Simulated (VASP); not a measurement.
Data:

```
BaO
1.0
    0.00000     2.77738     2.77738
    2.77738     0.00000     2.77738
    2.77738     2.77738     0.00000
Ba O
1 1
Cartesian
  0.00000   0.00000   0.00000
  2.77738   2.77738   2.77738
```

Computed with AM05 GGA, VASP's PBE PAW potentials (set 64) (plane waves; VASP). Numerical set-up: 520 eV cut-off, 9×9×9 Γ-centred mesh, tetrahedra with Blöchl corrections, potentials Ba_sv O.

Task: Estimate the energy per atom (σ→0).

Result: 
```json
{
  "energy per atom (σ→0)": "-5.967 eV/atom"
}
```

Only differences to runs with the same potentials and settings are physical.

The compound is BaO in the rock salt structure. It was relaxed first.
